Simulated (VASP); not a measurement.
An input for Quantum ESPRESSO's pw.x (written as the equivalent of a VASP run, and not itself run):

```
&CONTROL
  calculation = 'scf'
  pseudo_dir = './pseudo'
  outdir = './out'
  tprnfor = .true.
  tstress = .true.
/
&SYSTEM
  ibrav = 0
  nat = 6
  ntyp = 2
  ecutwfc = 78
  occupations = 'smearing'
  smearing = 'gaussian'
  degauss = 0.00735
  input_dft = 'pbe'
  noncolin = .true.
  lspinorb = .true.
/
&ELECTRONS
  conv_thr = 7.3e-08
  electron_maxstep = 100
/
ATOMIC_SPECIES
  Ge 72.630 Ge.upf
  W 183.840 W.upf
CELL_PARAMETERS angstrom
    -3.4131800    3.4131800    2.7463660
     3.4131800   -3.4131800    2.7463660
     3.4131800    3.4131800   -2.7463660
ATOMIC_POSITIONS crystal
  Ge   0.1580000  0.6580000  0.8160000
  Ge   0.3420000  0.1580000  0.5000000
  Ge   0.6580000  0.8420000  0.5000000
  Ge   0.8420000  0.3420000  0.1840000
  W    0.7500000  0.7500000  0.0000000
  W    0.2500000  0.2500000  0.0000000
K_POINTS automatic
  3 3 3 0 0 0
```

Q: Write the VASP files for the same calculation (PBE+SOC).

A: This is not unique; one that fits is 
File KPOINTS:
```
Automatic
0
gamma
3 3 3
```

File POSCAR:
```
Ge2W
3.413180
 -1.0000000000   1.0000000000   0.8046355598
  1.0000000000  -1.0000000000   0.8046355598
  1.0000000000   1.0000000000  -0.8046355598
Ge W
4 2
direct
  0.1580000000   0.6580000000   0.8160000000
  0.3420000000   0.1580000000   0.5000000000
  0.6580000000   0.8420000000   0.5000000000
  0.8420000000   0.3420000000   0.1840000000
  0.7500000000   0.7500000000   0.0000000000
  0.2500000000   0.2500000000   0.0000000000
```

INCAR:
```
ALGO = Normal
EDIFF = 1E-6
ENCUT = 300
GGA = PE
GGA_COMPAT = F
ISIF = 2
ISMEAR = 0
LASPH = T
LCHARG = F
LMAXMIX = 6
LNONCOLLINEAR = T
LORBIT = 11
LREAL = F
LSORBIT = T
LWAVE = F
MAGMOM = 18*0.0
NELM = 100
PREC = Accurate
SIGMA = 0.1
SYSTEM = Ge2W
```

POTCAR, in this order: Ge_d W_sv (PBE.64 set). Program: vasp_ncl.

Limits of the translation: the potentials are each code's own (VASP's PAW set, PseudoDojo norm-conserving files, fully relativistic, in pw.x), so ENCUT and ecutwfc are chosen apart and not converted; conv_thr bounds pw.x's estimated SCF error, while EDIFF bounds the energy change between steps.

The structure was generated: Ge2W was put into an ordered model structure, which need not be its known phase. The cell was not relaxed at this level. The k-mesh is coarse (spacing up to 0.49 per Å, 2π included), so the numbers may not be converged in it. The run is one of a series of settings (GGA_COMPAT = .FALSE., LNONCOLLINEAR = .TRUE., LSORBIT = .TRUE., MAGMOM = 0.0 0.0 0.0 0.0 0.0 0.0 0.0 0.0 0.0 0.0 0.0 0.0 0.0 0.0 0.0 0.0 0.0 0.0, program vasp_ncl against the base run), some of them coarse on purpose.
